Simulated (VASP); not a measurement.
# MnS (relaxed from the zinc blende structure, space group F-43m): computed properties

These are r2SCAN meta-GGA, VASP's PBE PAW potentials (set 64) (plane waves; VASP) values and carry that method's errors.

```json
{
  "space_group": "F-43m (216)",
  "cell": "a = 5.639 Å, b = 5.639 Å, c = 5.639 Å, α = 90.00°, β = 90.00°, γ = 90.00°",
  "volume_per_atom": "22.41 Å^3/atom",
  "band gap (over mesh and band path)": "0.71 eV",
  "smallest direct gap (over mesh and band path)": "1.23 eV",
  "cell_moment": "5.00 μB",
  "band_edge_character": "indirect, Γ to X",
  "density": "3.22 g/cm³"
}
```

```xyz
2
Lattice="0.0000 2.8195 2.8195 2.8195 0.0000 2.8195 2.8195 2.8195 0.0000" Properties=species:S:1:pos:R:3 pbc="T T T"
Mn     0.0000     0.0000     0.0000
S      1.4098     1.4098     1.4098
```
Starting moments (μB, in the order of the record's atoms Mn S): 4.5 0.1.

The moments were started parallel, and other spin orders were not tried in this run.

The structure was generated: MnS was put into the zinc blende type (F-43m), which need not be its known phase. It was relaxed first. Symmetry was kept, so distortions that lower it aren't found.
